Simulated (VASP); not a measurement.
# TiCl4 in VASP: further runs, part 2 of 2

VASP 6.6.1. Earlier steps stand in the parts before.

### 4 Single point, rev-vdW-DF2

The input, INCAR:

```
AGGAC = 0.0 ; ALGO = Fast
EDIFF = 1E-6 ; ENCUT = 400
GGA = MK ; ISIF = 2
ISMEAR = 0 ; ISYM = 0
LASPH = True ; LCHARG = False
LREAL = False ; LUSE_VDW = True
LWAVE = False ; NELM = 80
PARAM1 = 0.1234 ; PARAM2 = 0.711357
PREC = Accurate ; SIGMA = 0.005
ZAB_VDW = -1.8867
```

The input, KPOINTS:

```
k-points
0
Gamma
  1 1 1
```

The input, POSCAR:

```
TiCl4
1.0
   13.8709050016      0.0000000000      0.0000000000
    0.0000000000     14.3709050016      0.0000000000
    0.0000000000      0.0000000000     14.8709050016
Ti Cl
1 4
Direct
    0.5027000000      0.5044000000      0.5007000000
    0.3474000000      0.5115000000      0.4784000000
    0.5730000000      0.4506000000      0.3802000000
    0.5575000000      0.6435000000      0.5302000000
    0.5326000000      0.4124000000      0.6140000000
```

Potentials or basis: VASP PAW PBE potentials, release 64 (Ti_sv, Cl).

The run is started by

```sh
$ cat potpaw_PBE.64/Ti_sv/POTCAR potpaw_PBE.64/Cl/POTCAR > POTCAR
$ mpirun -np 4 vasp_gam > vasp.out
```

OUTCAR:

```text
EDIFF = 1E-6
   ENCUT = 400
   GGA = MK
   ISIF = 2
   ISMEAR = 0
   ISYM = 0
   LASPH = True
   LREAL = False
   NELM = 80
   PREC = Accurate

 ion  position               nearest neighbor table
   1  0.503  0.504  0.501-   5 2.18   3 2.18   2 2.18   4 2.18
   2  0.347  0.511  0.478-   1 2.18
   3  0.573  0.451  0.380-   1 2.18
   4  0.557  0.644  0.530-   1 2.18
   5  0.533  0.412  0.614-   1 2.18

IMPORTANT INFORMATION: All symmetrisations will be switched off!
NOSYMM: (Re-)initialisation of all symmetry stuff for point group C_1.

----------------------------------------------------------------------------------------

                                     Primitive cell

  volume of cell :    2964.3284

  direct lattice vectors                    reciprocal lattice vectors
    13.870905002  0.000000000  0.000000000     0.072093349  0.000000000  0.000000000
     0.000000000 14.370905002  0.000000000     0.000000000  0.069585040  0.000000000
     0.000000000  0.000000000 14.870905002     0.000000000  0.000000000  0.067245403

  length of vectors
    13.870905002 14.370905002 14.870905002     0.072093349  0.069585040  0.067245403

  position of ions in fractional coordinates (direct lattice)
     0.502700000  0.504400000  0.500700000
     0.347400000  0.511500000  0.478400000
     0.573000000  0.450600000  0.380200000
     0.557500000  0.643500000  0.530200000
     0.532600000  0.412400000  0.614000000

  ion indices of the primitive-cell ions
   primitive index   ion index
                 1           1
                 2           2
                 3           3
                 4           4
                 5           5

----------------------------------------------------------------------------------------

 KPOINTS: k-points

Automatic generation of k-mesh.
 Grid dimensions read from file:
 generate k-points for:    1    1    1

 Generating k-lattice:

  Cartesian coordinates                     Fractional coordinates (reciprocal lattice)
     0.072093349  0.000000000  0.000000000     1.000000000  0.000000000  0.000000000
     0.000000000  0.069585040  0.000000000     0.000000000  1.000000000  0.000000000
     0.000000000  0.000000000  0.067245403     0.000000000  0.000000000  1.000000000

  Length of vectors
     0.072093349  0.069585040  0.067245403

  Shift w.r.t. Gamma in fractional coordinates (k-lattice)
     0.000000000  0.000000000  0.000000000

 Subroutine IBZKPT returns following result:
 ===========================================

 Found      1 irreducible k-points:

 Following reciprocal coordinates:
            Coordinates               Weight
  0.000000  0.000000  0.000000      1.000000
   k-points           NKPTS =      1   k-points in BZ     NKDIM =      1   number of bands    NBANDS=     24
   number of dos      NEDOS =    301   number of ions     NIONS =      5
   total plane-waves  NPLWV = 846720
   dimension x,y,z NGX =    90 NGY =   96 NGZ =   98
   dimension x,y,z NGXF=   180 NGYF=  192 NGZF=  196
   ions per type =               1   4
   NGX,Y,Z   is equivalent  to a cutoff of  10.79, 11.11, 10.96 a.u.
   NGXF,Y,Z  is equivalent  to a cutoff of  21.57, 22.21, 21.91 a.u.
 SYSTEM =  unknown system
   PREC   = accura    normal or accurate (medium, high low for compatibility)
   ISTART =      0    job   : 0-new  1-cont  2-samecut
   ICHARG =      2    charge: 1-file 2-atom 10-const
   ISPIN  =      1    spin polarized calculation?
   LNONCOLLINEAR =      F non collinear calculations
   LSORBIT =      F    spin-orbit coupling
   LASPH  =      T    aspherical Exc in radial PAW
   ENCUT  =  400.0 eV  29.40 Ry    5.42 a.u.  22.62 23.44 24.25*2*pi/ulx,y,z
   NELM   =     80;   NELMIN=  2; NELMDL= -5     # of ELM steps
   EDIFF  = 0.1E-05   stopping-criterion for ELM
   LREAL  =      F    real-space projection
   EDIFFG = 0.1E-04   stopping-criterion for IOM
   NSW    =      0    number of steps for IOM
   IBRION =     -1    ionic relax: 0-MD 1-quasi-New 2-CG
   NFREE  =      0    steps in history (QN), initial steepest desc. (CG)
   ISIF   =      2    stress and relaxation
   ISYM   =      0    0-nonsym 1-usesym 2-fastsym
   POTIM  = 0.5000    time-step for ionic-motion
   TEBEG  =    0.0;   TEEND  =   0.0 temperature during run
   PSTRESS=    0.0 pullay stress
   NELECT =      40.0000    total number of electrons
   NUPDOWN=      -1.0000    fix difference up-down
   EMIN   =  10.00;   EMAX   =-10.00  energy-range for DOS
   EFERMI =   0.00;   METHOD = LEGACY
   ISMEAR =     0;   SIGMA  =   0.01  broadening in eV -4-tet -1-fermi 0-gaus
   EFERMI_NEDOS =   21; number of points for ismear=-14 and -15
   IALGO  =     68    algorithm
   IMIX   =      4    mixing-type and parameters
     AMIX     =   0.40;   BMIX     =  1.00
     AMIX_MAG =   1.60;   BMIX_MAG =  1.00
  volume/ion in A,a.u.               =     592.87      4000.86
  Fermi-wavevector in a.u.,A,eV,Ry     =   0.389750  0.736521  2.066793  0.151905
  Thomas-Fermi vector in A             =   1.331211
   LORBIT       =      0    0 simple, 1 ext, 2 COOP (PROOUT), +10 PAW based schemes
   GGA     = MK    functional components
   LHFCALC =     F    Hartree Fock is set to
   AEXX    =    0.0000 exact exchange contribution
   IVDW_NL    =     1    kernel type
   BPARAM     = 6.3000
   IVDW    =     0    specifies the selected vdW correction
   LEPSILON=     F    determine dielectric tensor
   LRPA    =     F    only Hartree local field effects (RPA)
 non-spin polarized calculation
 RMM-DIIS sequential band-by-band and
 Gauss-broadening in eV      SIGMA  =   0.01
  energy-cutoff  :      400.00
  volume of cell :     2964.33
 maximum number of plane-waves:     26968
 NGX is ok and might be reduce to    90
   NGX = 45   NGY = 47   NGZ = 49

 number of electron      39.9999994 magnetization

 Free energy of the ion-electron system (eV)
  ---------------------------------------------------
  ext. energy  EPLUGINS =         0.00000000
  ---------------------------------------------------
  free energy    TOTEN  =       -14.02333092 eV

  energy without entropy =      -14.02333092  energy(sigma->0) =      -14.02333092

 E-fermi :  -7.9151     XC(G=0):  -0.8512

 val. band max:       -8.0109524509   @ k =   0.0000   0.0000   0.0000
 cond. band min:      -4.4034906154   @ k =   0.0000   0.0000   0.0000
 fundamental gap:      3.6074618354
 Fermi energy:        -7.9150983985

 k-point     1 :       0.0000    0.0000    0.0000
  band No.  band energies     occupation
      1     -63.5659      2.00000
      2     -39.9491      2.00000
      3     -39.9491      2.00000
      4     -39.9483      2.00000
      5     -20.6978      2.00000
      6     -20.4254      2.00000
[... 16 lines left out ...]
     23      -3.6267      0.00000
     24      -0.8136      0.00000

------------------------ aborting loop because EDIFF is reached ----------------------------------------

  FORCE on cell =-STRESS in cart. coord.  units (eV):
  Direction    XX          YY          ZZ          XY          YZ          ZX
  --------------------------------------------------------------------------------------
  -------------------------------------------------------------------------------------
  Total       -0.3144818     -0.3425869     -0.3028226     -0.0128370     -0.0116570     -0.0033401
  in kB       -0.1699729     -0.1851634     -0.1636713     -0.0069382     -0.0063005     -0.0018053
  external PRESSURE =      -0.1729359 kB  Pullay stress =       0.0000000 kB

 VOLUME and BASIS-vectors are now :
 -----------------------------------------------------------------------------
  energy-cutoff  :      400.00
  volume of cell :     2964.33
      direct lattice vectors                 reciprocal lattice vectors
    13.870905002  0.000000000  0.000000000     0.072093349  0.000000000  0.000000000
     0.000000000 14.370905002  0.000000000     0.000000000  0.069585040  0.000000000
     0.000000000  0.000000000 14.870905002     0.000000000  0.000000000  0.067245403

 POSITION                                       TOTAL-FORCE (eV/Angst)
 -----------------------------------------------------------------------------------
      6.97290      7.24868      7.44586        -0.001817      0.027686      0.002248
      4.81875      7.35072      7.11424         0.045548     -0.004723      0.006891
      7.94803      6.47553      5.65392        -0.017491      0.014394      0.035557
      7.73303      9.24768      7.88455        -0.019639     -0.060067     -0.013514
      7.38764      5.92656      9.13074        -0.006600      0.022710     -0.031182
 -----------------------------------------------------------------------------------
    total drift:                                0.000311     -0.000485      0.001363

  FREE ENERGIE OF THE ION-ELECTRON SYSTEM (eV)
  ---------------------------------------------------
  free  energy   TOTEN  =       -14.0233309183 eV

  energy  without entropy=      -14.0233309183  energy(sigma->0) =      -14.02333092

Total vdW correction in eV:      8.2204580
```

OSZICAR:

```text
N       E                     dE             d eps       ncg     rms          rms(c)
[... 23 lines left out ...]
RMM:  24    -0.140233002316E+02   -0.22014E-04   -0.42188E-06    56   0.910E-03    0.115E-03
RMM:  25    -0.140233099603E+02   -0.97287E-05   -0.23942E-06    47   0.774E-03    0.115E-03
RMM:  26    -0.140233185732E+02   -0.86129E-05   -0.87452E-07    48   0.710E-03    0.854E-04
RMM:  27    -0.140233250918E+02   -0.65186E-05   -0.30194E-06    45   0.779E-03    0.425E-04
RMM:  28    -0.140233275220E+02   -0.24303E-05   -0.21000E-06    44   0.706E-03    0.753E-04
RMM:  29    -0.140233290381E+02   -0.15161E-05   -0.38649E-07    35   0.528E-03    0.651E-04
RMM:  30    -0.140233301064E+02   -0.10683E-05   -0.17487E-06    35   0.566E-03    0.758E-04
RMM:  31    -0.140233309183E+02   -0.81186E-06    0.36146E-08    35   0.530E-03
   1 F= -.14023331E+02 E0= -.14023331E+02  d E =-.689452-162
```

It took 10 min on 4 MPI ranks of Intel Xeon 6975P-C (Granite Rapids), shared host; peak memory 1.4 GiB.

Results:

```yaml
Free_energy: -14.0233 eV
Largest_force: 0.065 eV/Å
Gap_between_the_frontier_levels: 3.61 eV
```

Forces on the atoms (eV/Å):
```
Ti  -0.002  0.028  0.002
Cl   0.046 -0.005  0.007
Cl  -0.017  0.014  0.036
Cl  -0.020 -0.060 -0.014
Cl  -0.007  0.023 -0.031
```

Levels at points of the mesh, in eV from the valence-band top:
| k point | band 16 | band 17 | band 18 | band 19 | band 20 | band 21 | band 22 | band 23 | band 24 |
| --- | --- | --- | --- | --- | --- | --- | --- | --- | --- |
| (0.00, 0.00, 0.00) | -0.80 | -0.80 | 0.00 | 0.00 | 0.00 | 3.61 | 3.61 | 4.38 | 7.20 |

Caveat: the PAW data sets were made with another functional, which shifts forces and pressure a little.

### 5 The runs side by side

```tsv
level	gap on the mesh (eV)	largest force (eV/Å)
PBE+D3(BJ)	3.65	0.03
optB86b-vdW	3.62	0.09
rev-vdW-DF2	3.61	0.06
```

Alike in all rows: task single point; potentials or basis VASP PAW PBE potentials, release 64 (Ti_sv, Cl); no spin polarisation; cell as given; k mesh 1 × 1 × 1; cutoff (eV) 400; smearing gaussian 0.005 eV.

On the cell as given the gap runs from 3.61 eV (rev-vdW-DF2) to 3.65 eV (PBE+D3(BJ)).

Caveats: the PAW data sets were made with another functional, which shifts forces and pressure a little (some runs).

Total energies depend on the potentials used, so only differences within one code and one set of settings carry meaning.
